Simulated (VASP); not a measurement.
## RhTe (relaxed from the zinc blende structure, space group F-43m): computed properties

Computed with PBE GGA, VASP's PBE PAW potentials (set 64) (plane waves; VASP 6.6.1).

- space group = F-43m (216)
- cell = a = 5.906 Å, b = 5.906 Å, c = 5.906 Å, α = 90.00°, β = 90.00°, γ = 90.00°
- volume per atom = 25.75 Å³/atom
- band gap (over mesh and band path) = none (metal, semimetal or under 0.01 eV)
- density = 7.43 g/cm³

```
CELL_PARAMETERS angstrom
      0.00000     2.95298     2.95298
      2.95298     0.00000     2.95298
      2.95298     2.95298     0.00000
ATOMIC_POSITIONS crystal
  Rh 0.00000 0.00000 0.00000
  Te 0.25000 0.25000 0.25000
```

Unless said otherwise, spin-orbit coupling is left out, though it shifts the bands of the heavy elements here.

The structure was generated: RhTe was put into the zinc blende type (F-43m), which need not be its known phase. It was relaxed first, which changed the volume by -24 %. Symmetry was kept, so distortions that lower it aren't found. The electron count is odd and the run is not spin-polarised, which forces a metal.
